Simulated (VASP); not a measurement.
Given:

```
MgF2
1.0
    4.52498     0.00000     0.00000
    0.00000     4.52498     0.00000
    0.00000     0.00000     2.99745
Mg F
2 4
Direct
  0.00000   0.00000   0.00000
  0.50000   0.50000   0.50000
  0.30264   0.30264   0.00000
  0.80264   0.19736   0.50000
  0.19736   0.80264   0.50000
  0.69736   0.69736   0.00000
```

The numbers are results of LDA (Ceperley-Alder, Perdew-Zunger), VASP's LDA PAW potentials (set 64) (plane waves; VASP), not measurements. Settings: 620 eV cut-off, 5×5×7 Γ-centred mesh, Gaussian smearing of 0.050 eV, potentials Mg F.

**Question.** Predict the energy per atom (σ→0), band gap (on the k-mesh) with the smallest direct gap where there is one.

**Answer.** 
```
Property                                      Value
-----------------------------------  --------------
band gap (on the k-mesh)                    7.19 eV
smallest direct gap (on the k-mesh)         7.19 eV
energy per atom (σ→0)                -5.849 eV/atom
```

The compound is MgF2 in the rutile structure. It was relaxed first, which changed the volume by -6 %.
